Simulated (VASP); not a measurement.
A convergence study with VASP on InP (zinc blende): one setting is varied, all else stays as given below, so the limit is that of these other settings.

```xyz
2
Lattice="0.0000 2.9350 2.9350 2.9350 0.0000 2.9350 2.9350 2.9350 0.0000" Properties=species:S:1:pos:R:3 pbc="T T T"
In     0.0000     0.0000     0.0000
P      1.4675     1.4675     1.4675
```

Level of theory: PBE GGA, VASP's PBE PAW potentials (set 64) (plane waves; VASP). The tightest run used: 550 eV cut-off, 17×17×17 Γ-centred mesh, Gaussian smearing of 0.050 eV, potentials In_d P.

Q: The settings run are 1×1×1 mesh; 2×2×2 mesh; 3×3×3 mesh; 4×4×4 mesh; 5×5×5 mesh; 6×6×6 mesh; 7×7×7 mesh; 8×8×8 mesh; 9×9×9 mesh; 10×10×10 mesh; 11×11×11 mesh; 12×12×12 mesh; 13×13×13 mesh; 14×14×14 mesh; 15×15×15 mesh; 16×16×16 mesh; 17×17×17 mesh. From which on does the stress (every component) stay within 0.1 GPa of the tightest run?

A: From 5×5×5 mesh on: it is off by 0.02 there and by no more than 0.1 in any finer run, while 4×4×4 mesh is off by 0.18.
```json
[
 {"setting": "1×1×1 mesh", "E (eV/atom)": "3.3118", "pressure (GPa)": "38.76", "irreducible k-points": "1", "difference judged (GPa)": "35.80"},
 {"setting": "2×2×2 mesh", "E (eV/atom)": "-3.2855", "pressure (GPa)": "6.95", "irreducible k-points": "3", "difference judged (GPa)": "3.99"},
 {"setting": "3×3×3 mesh", "E (eV/atom)": "-3.9946", "pressure (GPa)": "3.80", "irreducible k-points": "4", "difference judged (GPa)": "0.84"},
 {"setting": "4×4×4 mesh", "E (eV/atom)": "-4.1384", "pressure (GPa)": "3.14", "irreducible k-points": "8", "difference judged (GPa)": "0.18"},
 {"setting": "5×5×5 mesh", "E (eV/atom)": "-4.1759", "pressure (GPa)": "2.98", "irreducible k-points": "10", "difference judged (GPa)": "0.02"},
 {"setting": "6×6×6 mesh", "E (eV/atom)": "-4.1873", "pressure (GPa)": "2.95", "irreducible k-points": "16", "difference judged (GPa)": "0.01"},
 {"setting": "7×7×7 mesh", "E (eV/atom)": "-4.1912", "pressure (GPa)": "2.94", "irreducible k-points": "20", "difference judged (GPa)": "0.02"},
 {"setting": "8×8×8 mesh", "E (eV/atom)": "-4.1926", "pressure (GPa)": "2.95", "irreducible k-points": "29", "difference judged (GPa)": "0.01"},
 {"setting": "9×9×9 mesh", "E (eV/atom)": "-4.1932", "pressure (GPa)": "2.95", "irreducible k-points": "35", "difference judged (GPa)": "0.01"},
 {"setting": "10×10×10 mesh", "E (eV/atom)": "-4.1935", "pressure (GPa)": "2.95", "irreducible k-points": "47", "difference judged (GPa)": "0.01"},
 {"setting": "11×11×11 mesh", "E (eV/atom)": "-4.1936", "pressure (GPa)": "2.96", "irreducible k-points": "56", "difference judged (GPa)": "0.00"},
 {"setting": "12×12×12 mesh", "E (eV/atom)": "-4.1937", "pressure (GPa)": "2.96", "irreducible k-points": "72", "difference judged (GPa)": "0.00"},
 {"setting": "13×13×13 mesh", "E (eV/atom)": "-4.1937", "pressure (GPa)": "2.96", "irreducible k-points": "84", "difference judged (GPa)": "0.00"},
 {"setting": "14×14×14 mesh", "E (eV/atom)": "-4.1937", "pressure (GPa)": "2.96", "irreducible k-points": "104", "difference judged (GPa)": "0.00"},
 {"setting": "15×15×15 mesh", "E (eV/atom)": "-4.1937", "pressure (GPa)": "2.96", "irreducible k-points": "120", "difference judged (GPa)": "0.00"},
 {"setting": "16×16×16 mesh", "E (eV/atom)": "-4.1937", "pressure (GPa)": "2.96", "irreducible k-points": "145", "difference judged (GPa)": "0.00"},
 {"setting": "17×17×17 mesh", "E (eV/atom)": "-4.1937", "pressure (GPa)": "2.96", "irreducible k-points": "165", "difference judged (GPa)": "0.00"}
]
```

Left out are rungs that failed or repeat a setting and relaxations that didn't move; long series are thinned to 24 rows.

The compound is InP in the zinc blende structure. The cell was not relaxed at this level.
